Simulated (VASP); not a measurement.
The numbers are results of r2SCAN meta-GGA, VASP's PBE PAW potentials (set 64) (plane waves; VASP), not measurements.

VASP input:

**POSCAR**
```
BN
1
    1.2731720719    -2.2051989347     0.0000000000
    1.2731720719     2.2051989347    -0.0000000000
    0.0000000000     0.0000000000     4.2116471432
B N
2 2
Direct
  0.6666670000   0.3333330000   0.5002209778
  0.3333330000   0.6666670000   0.0002209778
  0.6666670000   0.3333330000   0.8747790222
  0.3333330000   0.6666670000   0.3747790222
```

**INCAR**
```
SIGMA  =  0.01
NEDOS  =  1001   ! DOS grid
LPEAD  =  T
CSHIFT  =  0.1
ISMEAR  =  0   ! Gaussian
NELM  =  100
EDIFF  =  1E-7   ! SCF stop (eV)
PREC  =  Accurate
LWAVE  =  F
ENCUT  =  520   ! plane-wave cut-off (eV)
LMIXTAU  =  T
LCHARG  =  F
LASPH  =  T   ! aspherical one-centre terms
LOPTICS  =  T
SYSTEM  =  BN
ALGO  =  Normal
METAGGA  =  R2SCAN
NBANDS  =  36
LREAL  =  F
```

**KPOINTS**
```
Automatic mesh
0
Gamma
13 13 7
0 0 0
```

POTCAR, in this order: B N (PBE.64 set). Program: vasp_std.

Output

OSZICAR:
```
       N       E                     dE             d eps       ncg     rms          rms(c)
DAV:   1     0.491397931829E+02    0.49140E+02   -0.67617E+03  6056   0.445E+02
DAV:   2    -0.425580924434E+02   -0.91698E+02   -0.85874E+02  7228   0.153E+02
DAV:   3    -0.447679492420E+02   -0.22099E+01   -0.21885E+01  7240   0.203E+01
DAV:   4    -0.447710553542E+02   -0.31061E-02   -0.31058E-02  6920   0.774E-01
DAV:   5    -0.447710570332E+02   -0.16790E-05   -0.16790E-05  7068   0.195E-02    0.936E+00
DAV:   6    -0.381788871874E+02    0.65922E+01   -0.42609E-01  6392   0.518E+00    0.533E+00
DAV:   7    -0.381773132073E+02    0.15740E-02   -0.55260E-01  6280   0.351E+00    0.249E+00
DAV:   8    -0.394687912254E+02   -0.12915E+01   -0.21090E-01  6940   0.303E+00    0.170E+00
DAV:   9    -0.380090880298E+02    0.14597E+01   -0.16545E-01  6188   0.254E+00    0.391E-01
DAV:  10    -0.382484429615E+02   -0.23935E+00   -0.49265E-02  6048   0.124E+00    0.195E-01
DAV:  11    -0.382613830853E+02   -0.12940E-01   -0.54236E-03  6280   0.413E-01    0.124E-01
DAV:  12    -0.382648160929E+02   -0.34330E-02   -0.97217E-04  6824   0.212E-01    0.102E-01
DAV:  13    -0.382664788354E+02   -0.16627E-02   -0.24618E-04  6444   0.119E-01    0.400E-02
DAV:  14    -0.382665946421E+02   -0.11581E-03   -0.36437E-05  7096   0.326E-02    0.976E-03
DAV:  15    -0.382665947931E+02   -0.15101E-06   -0.16743E-06  6576   0.717E-03    0.614E-03
DAV:  16    -0.382666014091E+02   -0.66160E-05   -0.11449E-06  6400   0.743E-03    0.133E-03
DAV:  17    -0.382665852687E+02    0.16140E-04   -0.48259E-07  6504   0.427E-03    0.498E-04
DAV:  18    -0.382665870531E+02   -0.17843E-05   -0.20199E-08  5308   0.768E-04    0.665E-04
DAV:  19    -0.382665868340E+02    0.21906E-06   -0.38628E-09  3516   0.630E-04    0.236E-04
DAV:  20    -0.382665871333E+02   -0.29929E-06   -0.95811E-10  3316   0.172E-04    0.796E-05
DAV:  21    -0.382665871126E+02    0.20677E-07   -0.61627E-11  3248   0.604E-05
   1 F= -.38266587E+02 E0= -.38266587E+02  d E =-.363854E-38
 imaginary and real dielectric function
```

**OUTCAR**
```
------------------------ aborting loop because EDIFF is reached ----------------------------------------
  FORCE on cell =-STRESS in cart. coord.  units (eV):
  Direction    XX          YY          ZZ          XY          YZ          ZX
  --------------------------------------------------------------------------------------
  Total        0.0025475      0.0025475      0.0013174      0.0000000     -0.0000000      0.0000000
  in kB        0.1725845      0.1725845      0.0892536      0.0000000     -0.0000000      0.0000000
  external PRESSURE =       0.1448075 kB  Pullay stress =       0.0000000 kB
  volume of cell :       23.65
      direct lattice vectors                 reciprocal lattice vectors
     1.273172072 -2.205198935  0.000000000     0.392719893 -0.226736913  0.000000000
     1.273172072  2.205198935  0.000000000     0.392719893  0.226736913  0.000000000
     0.000000000  0.000000000  4.211647143     0.000000000  0.000000000  0.237436795
  FREE ENERGIE OF THE ION-ELECTRON SYSTEM (eV)
  ---------------------------------------------------
  free  energy   TOTEN  =       -38.2665871126 eV

  energy  without entropy=      -38.2665871126  energy(sigma->0) =      -38.26658711

 plasma frequency squared (from intraband transitions) (eV^2)
  --------------------------------------------------------------------------------------
       0.000       0.000       0.000
       0.000       0.000       0.000
       0.000       0.000       0.000

 plasma frequency squared (from interband transitions, int dw w eps(2)(w)) (eV^2)
  --------------------------------------------------------------------------------------
     856.309       0.000       0.000       0.000      -0.000       0.000
       0.000      -0.000     856.309       0.000       0.000      -0.000
      -0.000      -0.000       0.000       0.000     855.752       0.000
```
(Selected blocks of OUTCAR.)

The compound is BN in the wurtzite structure, a metastable high-pressure form. It was relaxed first.
